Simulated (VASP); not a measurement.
Input:

```
CELL_PARAMETERS angstrom
      0.00000     3.01650     3.01650
      3.01650     0.00000     3.01650
      3.01650     3.01650     0.00000
ATOMIC_POSITIONS crystal
  In 0.00000 0.00000 0.00000
  P  0.25000 0.25000 0.25000
```

Method: revTPSS meta-GGA, VASP's PBE PAW potentials (set 64) (plane waves; VASP). Numerical set-up: 520 eV cut-off, 8×8×8 Γ-centred mesh, Gaussian smearing of 0.050 eV, potentials In_d P.

Task: Give the stress tensor in GPa (positive for a compressed cell).

Result: 
```
-3.25   0.00   0.00
 0.00  -3.25   0.00
 0.00   0.00  -3.25
```
The pressure is its mean diagonal, -3.25 GPa.

The compound is InP in the zinc blende structure. This cell is one point of a volume scan, at 1.06 of the reference volume.
